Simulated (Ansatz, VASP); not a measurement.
# Cross-check of Si27HC26 (H_C) between VASP and Ansatz

One calculation is typed for both programs; each brings its own data sets. How far apart do they land? The cell is taken from a series of runs on this material, whose earlier steps may have relaxed, scaled, displaced or heated it; both programs get it as it stands.

Method: plane waves, with VASP 6.6.1 beside it; single point at r2SCAN, in Ansatz 0.2.0.

## (1) Set-up

The cell holds 54 atoms: 27 Si, 26 C and 1 H. Its edges and angles: a = 9.242 Å, b = 9.242 Å, c = 9.242 Å, α = 60.0°, β = 60.0°, γ = 60.0°. It derives from SiC (SiC (F-43m)). Nearest the centre at fractional (0.417, 0.417, 0.417): H54 at 1.05 Å, Si23 at 1.79 Å, Si17 at 1.79 Å, Si14 at 1.89 Å, Si15 at 1.93 Å, C46 at 3.07 Å, C35 at 3.07 Å, C41 at 3.09 Å.

Coordinates:

```cif
data_structure
_symmetry_space_group_name_H-M 'P 1'
_symmetry_Int_Tables_number 1
_cell_length_a 9.2417
_cell_length_b 9.2417
_cell_length_c 9.2417
_cell_angle_alpha 60.000
_cell_angle_beta 60.000
_cell_angle_gamma 60.000
_cell_volume 558.14
loop_
_atom_site_label
_atom_site_type_symbol
_atom_site_fract_x
_atom_site_fract_y
_atom_site_fract_z
_atom_site_occupancy
Si1 Si 0.00164 0.00202 0.99853 1
Si2 Si 0.00044 0.00077 0.33303 1
Si3 Si 0.00171 0.00208 0.66452 1
Si4 Si 0.99877 0.33527 0.00099 1
Si5 Si 0.99930 0.33527 0.33194 1
Si6 Si 0.00163 0.33601 0.66427 1
Si7 Si 0.00184 0.66845 0.99818 1
Si8 Si 0.00252 0.66769 0.33222 1
Si9 Si 0.00226 0.66796 0.66418 1
Si10 Si 0.33490 0.99915 0.00098 1
Si11 Si 0.33491 0.99967 0.33194 1
Si12 Si 0.33565 0.00206 0.66423 1
Si13 Si 0.33423 0.33461 0.99895 1
Si14 Si 0.33434 0.33485 0.33091 1
Si15 Si 0.33097 0.33134 0.67255 1
Si16 Si 0.33587 0.66835 0.99826 1
Si17 Si 0.34277 0.65439 0.33329 1
Si18 Si 0.33570 0.66838 0.66326 1
Si19 Si 0.66808 0.00221 0.99818 1
Si20 Si 0.66731 0.00288 0.33223 1
Si21 Si 0.66760 0.00259 0.66421 1
Si22 Si 0.66795 0.33625 0.99828 1
Si23 Si 0.65421 0.34301 0.33330 1
Si24 Si 0.66798 0.33608 0.66328 1
Si25 Si 0.66839 0.66875 0.99707 1
Si26 Si 0.66812 0.66849 0.33208 1
Si27 Si 0.66863 0.66902 0.66407 1
C28 C 0.08441 0.08477 0.08285 1
C29 C 0.08457 0.08493 0.41489 1
C30 C 0.08516 0.08555 0.74811 1
C31 C 0.08445 0.41835 0.08207 1
C32 C 0.08227 0.41867 0.41420 1
C33 C 0.08075 0.41881 0.75290 1
C34 C 0.08541 0.75182 0.08148 1
C35 C 0.08537 0.75080 0.41539 1
C36 C 0.08529 0.75182 0.74799 1
C37 C 0.41799 0.08482 0.08207 1
C38 C 0.41828 0.08271 0.41418 1
C39 C 0.41845 0.08114 0.75290 1
C40 C 0.41847 0.41885 0.07970 1
C41 C 0.41798 0.41836 0.74899 1
C42 C 0.41961 0.75188 0.08019 1
C43 C 0.41912 0.75162 0.41423 1
C44 C 0.41841 0.75169 0.74780 1
C45 C 0.75145 0.08578 0.08148 1
C46 C 0.75046 0.08567 0.41541 1
C47 C 0.75145 0.08567 0.74798 1
C48 C 0.75149 0.41996 0.08023 1
C49 C 0.75125 0.41948 0.41424 1
C50 C 0.75128 0.41880 0.74783 1
C51 C 0.75182 0.75219 0.08115 1
C52 C 0.75212 0.75249 0.41419 1
C53 C 0.75216 0.75251 0.74723 1
H54 H 0.33629 0.33635 0.49973 1
```

## (2) Ansatz: single point, r2SCAN

Ansatz runs on its PAW soft_1 files.

A single point gives forces, pressure and levels at one fixed geometry, so differences don't come from the geometry; what else differs is listed under the comparison.

File input.yaml:

```yaml
crystal:
  checkpoint: "../qm1_M2.relax.run"
  host: checkpoint
basis:
  ecutwfc: 500
  xc_grid: 2
hamiltonian:
  xc: r2scan
  pseudopotentials: { kind: paw, azcp: { folder: soft_1 } }
kpoints:
  mp_grid: { grid: [2, 2, 2], shift: [0.5, 0.5, 0.5] }
scf:
  occupations: { method: fixed }
  max_iter: 100
output:
  forces: true
  eigenvalues: true
  charged_corrections: { defect_position: [0.416667, 0.416667, 0.416667] }
checkpoint:
  read: "../qm1_M2.relax.run"
  write: "../qm1_M2.point_neutral.run"
  compress: false
  write_wavefunctions: false
  write_every: 100000
magnetization:
  spin_polarized: true
  initial_magnetization: 1
  spin_locking: { lock_magnetization: hard }
```

Run with:

```console
$ ansatz run input.yaml --threads 4 --pin off --max-ram 7536MiB --backend cpu --events-out ev --progress --plain --runs-dir out
```

Numbers of over 12 decimals in the logs are rounded to 6 here.

The program printed:

```text
Warning: This run holds its total moment fixed (magnetization.spin_locking.lock_magnetization: hard) and mixes its density by anderson or broyden (scf.mixing.algorithm, typed or taken by auto). Slabs with a fixed moment have converged under broyden above another state at the same moment, at the default mixing steps and at smaller ones, and under scf.lower_state_search: standard, light or off a state that such a mixer [...]
checkpoint.read: the saved state was converged at a total charge of -1 e, and this run's is 0 e: a saved density that it takes is scaled to its electron count
crystal.checkpoint: the structure is that of <dir>, a `relax` run, at its step 16: its result, under r2scan at a charge of -1 e; 54 atoms read, 0 with a starting moment; this deck's charge is 0 e; crystal.structure_sha256 for this input is
Engine: ansatz 0.2.0, x86_64-unknown-linux-gnu
Pseudopotentials: kind: paw
Pseudopotential: Si, paw, valence charge 4, recommended cutoff 500 eV (meta_gga), soft_1/Si.paw.azcp
Pseudopotential: C, paw, valence charge 4, recommended cutoff 500 eV (meta_gga), soft_1/C.paw.azcp
Pseudopotential: H, paw, valence charge 1, recommended cutoff 500 eV (meta_gga), soft_1/H.paw.azcp
Functional definition: r2SCAN
  parameter k0 = 0.174
  parameter k1 = 0.065
  parameter a1 = 4.9479
  exchange = r2scan_x(k0 = k0, k1 = k1, a1 = a1)
  correlation = r2scan_c
Crystal: 54 atoms, lattice volume = 558.142 Å³
Basis set: ecut = 500 eV, 14163 PW (Γ), exchange–correlation on 144×144×144 points (8 copies of the dense FFT grid, shifted against one another)
Bands: 161, of which v1, the nominal top of the filled ones, is band 107 counted from 1 (106 counted from 0)
Symmetry: 1 space group operations
Space group: P1 (ITA 1), of the structure as read, at distance tolerance 8.2e-5 Å
Magnetic group: BNS 1.1 (UNI 1), of the structure as read, at distance tolerance 8.2e-5 Å
k-points: 4 of 8 (time reversal used)
Non-local potential: Si, projectors of the file, l = 0: 2, l = 1: 2, l = 2: 1
Non-local potential: C, projectors of the file, l = 0: 2, l = 1: 2, l = 2: 1
Non-local potential: H, projectors of the file, l = 0: 2, l = 1: 1
PAW form: soft (Blöchl's): semilocal exchange-correlation on the pseudo side does not see the compensation charge
PAW frozen core: Si, regenerated for the run's functional (the file was generated under x = pbe(κ = 0.804, μ = 0.219515), c = pbe(β = 0.066725))
PAW frozen core: C, regenerated for the run's functional (the file was generated under x = pbe(κ = 0.804, μ = 0.219515), c = pbe(β = 0.066725))
PAW one-centre angular grid: Si, 302 points (default); XC on 160 Gauss nodes
PAW one-centre angular grid: C, 302 points (default); XC on 219 of its mesh's 2255 points in the sphere
PAW one-centre angular grid: H, 302 points (default); XC on 160 Gauss nodes
Initial density: read from a saved state, or passed on in memory by an earlier SCF of this step, an earlier step, the calling program or the single point that the run made first
Starting moments: Σ|m| = 1 μB on 54 of 54 sites; this step starts from the density that it was given
Initial wavefunctions: those read from a saved state, or passed on in memory by an earlier step or the calling program
Functional: x = r2scan, c = r2scan; τ floored in thin density (d = 2e-4 eV/Å³)
iter 1 solved again at ethr=4.50e-4 eV; its pass at ethr=3.10e-3 eV (dr2=9.59e-1 eV) is discarded
SCF iter   1: F=—  HF=-23825.027108 eV  |F-HF|=—  |Δ(HF+E_count)|=         —  Δρ=5.49e-3 (↑5.49e-3 ↓2.09e-3)  dr2=9.42e-1  dr2_τ=2.00e-3  dr2_m=3.89e-2  M=1.000 μB ∫|m|=1.319 μB  β_m=0.60  ethr=4.50e-4  ⟨swp⟩=1.0  Hψ=3600  notcnv=0  defer=33
preconditioner: auto → Resta (q_TF=auto, 2.324 Å⁻¹)  ε∞=4.3  [insulator: Δε(μ)=0.106 eV  Ē_g=12.655 eV  n_scr=112 (ndim 8)  ℏωp=22.9 eV  f_vac=0.000  ε∞_Penn≈4.3]
spin=Collinear: Resta preconditioning applied to the charge; magnetization (m = ρ↑ − ρ↓) channel mixes plain (no charge-response kernel on spin).
SCF iter   2: F=—  HF=-23824.962470 eV  |F-HF|=—  |Δ(HF+E_count)|=   6.46e-2  Δρ=3.34e-3 (↑3.34e-3 ↓1.18e-3)  dr2=3.85e-1  dr2_τ=2.37e-4  dr2_m=1.04e-2  M=1.000 μB ∫|m|=1.246 μB  β_m=0.30  ethr=4.42e-4  ⟨swp⟩=2.5  Hψ=1299  notcnv=0  defer=65  κ⁻¹=1.0e0(r=1)
SCF iter   3: F=—  HF=-23824.896418 eV  |F-HF|=—  |Δ(HF+E_count)|=   6.61e-2  Δρ=1.30e-3 (↑1.04e-3 ↓1.30e-3)  dr2=2.85e-2  dr2_τ=5.41e-5  dr2_m=2.40e-3  M=1.000 μB ∫|m|=1.140 μB  β_m=0.63  ethr=1.81e-4  ⟨swp⟩=3.5  Hψ=1882  notcnv=0  defer=405  κ⁻¹=9.0e-3(r=2)
[...]
atom   5  Si     0.06680088     0.06772494    -0.06217599
  atom   6  C     -0.00963153    -0.00757048     0.08803481
  atom   7  Si    -0.02885676     0.35760460     0.07521853
  atom   8  C      0.01911271    -0.01198149    -0.02736645
  atom   9  Si    -0.31913757    -0.01761310     0.07723148
  atom  10  C      0.15840845     0.14960010     0.26799095
  atom  11  Si    -0.00066767     0.04601195    -0.25269174
  atom  12  C     -0.14868022    -0.17947816     0.19485627
  atom  13  Si     0.01959604    -0.02914746     0.01530406
  atom  14  C      0.03238305     0.11496921     0.01371190
  atom  15  Si    -0.13193982    -0.42429242    -0.14435461
  atom  16  C     -0.61195531     0.53433809    -0.39165875
  atom  17  Si     0.39077786     0.19061050    -0.13366609
  atom  18  C     -0.10362887    -0.03922415     0.01619692
  atom  19  Si     0.35727006    -0.02512302     0.07380333
  atom  20  C     -0.01031280     0.01812417    -0.02586204
  atom  21  Si    -0.01934562    -0.32078119     0.07757280
  atom  22  C      0.14758297     0.15735358     0.26843202
  atom  23  Si     0.04775221    -0.00031379    -0.25764047
  atom  24  C     -0.18178553    -0.14650308     0.19161016
  atom  25  Si    -0.02515861    -0.02303848    -0.23417022
  atom  26  C      0.20374125     0.20134208     0.11325386
  atom  27  Si    -0.66735819    -0.65905235    -0.98190094
  atom  28  H     -0.06505232    -0.07035940    -0.15966240
[...]
atom  47  Si     0.07854156     0.27042231    -0.06649643
  atom  48  C      0.00956588    -0.02284584     0.03412853
  atom  49  Si     0.05664596     0.05422354     0.30866221
  atom  50  C     -0.00101778    -0.00065592    -0.09206571
  atom  51  Si    -0.05136864    -0.05247691     0.27758743
  atom  52  C      0.05859495     0.05974553     0.03217647
  atom  53  Si    -0.00096771     0.00019906    -0.05257896
  atom  54  C     -0.06118024    -0.05986716     0.03733658
  max |Σ_I F_I| component: 8.46e-3 eV/Å
--- Band table (eV; the first three rows and the last of 8) ---
  k-point 0 ↑: bands = [... 103 lower, 8.9944, 9.0443, 9.4819, 10.6740, 11.5425, 12.0326, 12.1185, 12.2424, ... 50 higher]
  k-point 1 ↑: bands = [... 103 lower, 8.5912, 8.9032, 9.0231, 10.4117, 11.2999, 11.5095, 12.8228, 12.8369, ... 50 higher]
  k-point 2 ↑: bands = [... 103 lower, 8.6917, 8.8734, 9.4787, 10.3937, 10.8645, 11.5556, 12.5914, 12.8569, ... 50 higher]
  k-point 3 ↓: bands = [... 103 lower, 8.7184, 8.8950, 9.5837, 10.9991, 11.3982, 11.7586, 12.7119, 12.9090, ... 50 higher]
```

In the SCF lines HF is the Harris–Foulkes energy and dr2 the Hartree energy of the density residual, in eV; the loop may stop once dr2 is under the threshold and the program's other checks hold. Hψ counts applications of the Hamiltonian.

## (3) VASP: single point, r2SCAN

The same cell, functional and mesh now go to VASP, with its own data sets.

Lines of VASP's logs that name or quote its potential files are left out, and so is its time.

File INCAR:

```
SYSTEM = Si27HC26
PREC = Accurate
ENCUT = 580
EDIFF = 1E-06
NELM = 200
ISMEAR = 0
SIGMA = 0.01
LREAL = Auto
ALGO = Normal
METAGGA = R2SCAN
LASPH = .TRUE.
NBANDS = 144
ISPIN = 2
MAGMOM = 0 0 0 0 0 -0 0 0 0 0 0 -0 0.01 0.04 0.03 0 0.01 0 0 0 0 0 0.02 0 0 -0 0 0 0 -0 -0 0.01 0.01 -0 0 -0 -0 0.01 0.01 0.03 0.04 0.01 0.02 -0 -0 0 -0 0.01 0.02 -0 -0 0 0 0.01
LORBIT = 11
LWAVE = .FALSE.
LCHARG = .FALSE.
ISIF = 2
ISYM = 0
NUPDOWN = 1
GGA_COMPAT = .FALSE.
LMIXTAU = .TRUE.
KPAR = 4
```

File POSCAR:

```
Si27HC26
1.0
    0.0000000000      6.5348887282      6.5348887282
    6.5348887282      0.0000000000      6.5348887282
    6.5348887282      6.5348887282      0.0000000000
Si C H
27 26 1
Direct
    0.0016407751      0.0020237079      0.9985253084
    0.0004371184      0.0007699945      0.3330324179
    0.0017087743      0.0020849327      0.6645217056
    0.9987708734      0.3352662600      0.0009926527
    0.9993006142      0.3352668339      0.3319374609
    0.0016314281      0.3360073787      0.6642736001
    0.0018359738      0.6684450452      0.9981847464
    0.0025248682      0.6676854378      0.3322176544
    0.0022568213      0.6679558127      0.6641848229
    0.3349029659      0.9991507667      0.0009765847
    0.3349085813      0.9996694573      0.3319439964
    0.3356461188      0.0020582219      0.6642349634
    0.3342337356      0.3346090069      0.9989454572
    0.3343424539      0.3348539856      0.3309058121
    0.3309686167      0.3313397224      0.6725524767
    0.3358669557      0.6683505611      0.9982602909
    0.3427722945      0.6543872348      0.3332894983
    0.3356987118      0.6683763670      0.6632649009
    0.6680820358      0.0022094830      0.9981835409
    0.6673059639      0.0028821125      0.3322334109
    0.6675983768      0.0025879944      0.6642055684
    0.6679532952      0.3362470413      0.9982805700
    0.6542058714      0.3430102727      0.3332971805
    0.6679772683      0.3360806045      0.6632774517
    0.6683932882      0.6687532651      0.9970674108
    0.6681199969      0.6684917596      0.3320808324
    0.6686265831      0.6690192090      0.6640716292
    0.0844074493      0.0847658904      0.0828477912
    0.0845686774      0.0849274638      0.4148897345
    0.0851588831      0.0855495106      0.7481144821
    0.0844540974      0.4183484960      0.0820725471
    0.0822700969      0.4186683311      0.4141988656
    0.0807504975      0.4188082384      0.7528991168
    0.0854085235      0.7518213889      0.0814750361
    0.0853733326      0.7508011588      0.4153927663
    0.0852944963      0.7518180939      0.7479878780
    0.4179850470      0.0848173612      0.0820733983
    0.4182768409      0.0827100608      0.4141763300
    0.4184461676      0.0811441614      0.7528990694
    0.4184665692      0.4188509101      0.0796955405
    0.4179753314      0.4183569667      0.7489893998
    0.4196087356      0.7518773129      0.0801893020
    0.4191150266      0.7516181684      0.4142342404
    0.4184131871      0.7516936233      0.7478009724
    0.7514531085      0.0857816667      0.0814799679
    0.7504555935      0.0856723577      0.4154083682
    0.7514526434      0.0856671291      0.7479824103
    0.7514883490      0.4199628003      0.0802309645
    0.7512454646      0.4194782263      0.4142371412
    0.7512769984      0.4187980367      0.7478252496
    0.7518207470      0.7521882382      0.0811462581
    0.7521170671      0.7524920096      0.4141918552
    0.7521577694      0.7525103528      0.7472316342
    0.3362949010      0.3363510467      0.4997326593
```

File KPOINTS:

```
Points of the shifted mesh
8
Reciprocal
 0.2500000000  0.2500000000  0.2500000000 1
 0.2500000000  0.2500000000  0.7500000000 1
 0.2500000000  0.7500000000  0.2500000000 1
 0.2500000000  0.7500000000  0.7500000000 1
 0.7500000000  0.2500000000  0.2500000000 1
 0.7500000000  0.2500000000  0.7500000000 1
 0.7500000000  0.7500000000  0.2500000000 1
 0.7500000000  0.7500000000  0.7500000000 1
```

The projector-augmented-wave data sets are Si, C and H (PBE family, release 64).

Run with:

```console
$ mpirun -np 8 vasp_std
```

The program printed:

```text
[banner, memory and clock lines left out]
running    8 mpi-ranks, on    1 nodes
[...]
|                                                                             |
|           W    W    AA    RRRRR   N    N  II  N    N   GGGG   !!!           |
|           W    W   A  A   R    R  NN   N  II  NN   N  G    G  !!!           |
|           W    W  A    A  R    R  N N  N  II  N N  N  G       !!!           |
|           W WW W  AAAAAA  RRRRR   N  N N  II  N  N N  G  GGG   !            |
|           WW  WW  A    A  R   R   N   NN  II  N   NN  G    G                |
|           W    W  A    A  R    R  N    N  II  N    N   GGGG   !!!           |
|                                                                             |
|     For optimal performance we recommend to set                             |
|       NCORE = 2 up to number-of-cores-per-socket                            |
|     NCORE specifies how many cores store one orbital (NPAR=cpu/NCORE).      |
|     This setting can greatly improve the performance of VASP for DFT.       |
[...]
|                                                                             |
|     You enforced a specific xc type in the INCAR file but a different       |
|     [... a line on the potential file left out ...]
|     I HOPE YOU KNOW WHAT YOU ARE DOING!                                     |
|                                                                             |

 LDA part: xc-table for (None), standard interpolation
 POSCAR, INCAR and KPOINTS ok, starting setup
[...]
entering main loop
       N       E                     dE             d eps       ncg     rms          rms(c)
DAV:   1     0.593698019977E+03    0.59370E+03   -0.10694E+05  4608   0.150E+03
DAV:   2    -0.509582401456E+03   -0.11033E+04   -0.10444E+04  5640   0.253E+02
DAV:   3    -0.587464902164E+03   -0.77883E+02   -0.77002E+02  5528   0.626E+01
DAV:   4    -0.589217465148E+03   -0.17526E+01   -0.17444E+01  5608   0.102E+01
[...]
DAV:  20    -0.510060989898E+03   -0.99318E-05   -0.13344E-05  5232   0.853E-03    0.337E-02
DAV:  21    -0.510061001174E+03   -0.11276E-04   -0.44357E-06  4688   0.667E-03    0.155E-02
DAV:  22    -0.510061001305E+03   -0.13142E-06   -0.97099E-07  2688   0.248E-03
   1 F= -.51006100E+03 E0= -.51006100E+03  d E =-.414595E-25  mag=     1.0000
```

OUTCAR, selected parts (step 3):

```text
  FREE ENERGIE OF THE ION-ELECTRON SYSTEM (eV)
  ---------------------------------------------------
  free  energy   TOTEN  =      -510.0610013055 eV

  energy  without entropy=     -510.0610013055  energy(sigma->0) =     -510.06100131

 magnetization (x)
# of ion       s       p       d       tot
------------------------------------------
    1        0.000   0.000   0.000   0.000
    2        0.002   0.002   0.000   0.004
    3        0.000   0.000   0.000   0.000
    4        0.002   0.002   0.000   0.004
    5        0.002   0.004   0.000   0.006
    6       -0.000  -0.000   0.000  -0.001
    7        0.000   0.000   0.000   0.000
    8        0.001   0.000   0.000   0.001
    9        0.001   0.001   0.000   0.001
   10        0.002   0.002   0.000   0.004
   11        0.002   0.003   0.000   0.006
   12       -0.000  -0.000   0.000  -0.001
   13        0.005   0.010   0.000   0.015
[...]
--------------------------------------------------
tot          0.120   0.335   0.000   0.456
```

The run ends at a pressure of 0.03 GPa, with forces up to 1.4 eV/Å.

## (4) Side by side

Known differences besides the potentials themselves: VASP starts from the moments at which Ansatz ended; VASP keeps PBE cores, Ansatz makes them for the functional; fixed occupations in Ansatz, narrow Gaussian smearing in VASP; the cutoff is 500 eV in Ansatz and 580 eV in VASP (PREC = Accurate, projectors in real space); site moments are counted in spheres of each program's own size. Total energies have different zeros and are not compared.

The two programs side by side:

```tsv
quantity	Ansatz	VASP	difference
total moment, fixed by the input (μB)	1.00	1.00	0.00
moment on Si14 (μB)	0.04	0.13	-0.09
moment on Si15 (μB)	0.03	0.11	-0.08
```

Forces on 8 of the 54 atoms, those with the largest forces and the largest differences (eV/Å; atoms numbered as in POSCAR):

```tsv
atom	Ansatz x, y, z	VASP x, y, z
Si2	-0.019, -0.017, 0.824	-0.020, -0.019, 0.824
Si14	-0.667, -0.659, -0.982	-0.671, -0.662, -0.998
Si15	0.617, 0.617, -0.633	0.619, 0.620, -0.646
Si17	0.269, -0.037, 1.404	0.272, -0.042, 1.413
Si23	-0.028, 0.262, 1.402	-0.031, 0.265, 1.412
C35	-0.612, 0.534, -0.392	-0.609, 0.533, -0.403
C46	0.537, -0.610, -0.387	0.535, -0.607, -0.398
H54	-0.065, -0.070, -0.160	-0.062, -0.068, -0.146
```

The forces differ by 3.6 meV/Å r.m.s., which is 1.3 % of the r.m.s. force of 0.286 eV/Å (both taken over all components).

## (5) Outcome

```json
{"r.m.s. force difference (single point, r2SCAN)": "1.3 % of the r.m.s. force"}
```

The r.m.s. force difference is 1.3 % of the r.m.s. force (single point, r2SCAN), within the 3 % picked in this series as the mark of a large difference. How closely two codes agree says nothing of how well the functional describes the real material.

[Lines on the potential files, build, host, timing and source positions are cut from VASP's logs without a mark.]

[Logs are printed without paths, hosts, clocks, repeated set-up lines and the standing remarks that a program may print on its own settings, such as how far it seeks lower states.]

[Hosts, paths, dates, database ids (printed as entryN), source tags and the programs' standing remarks are cut or masked in the printed files.]
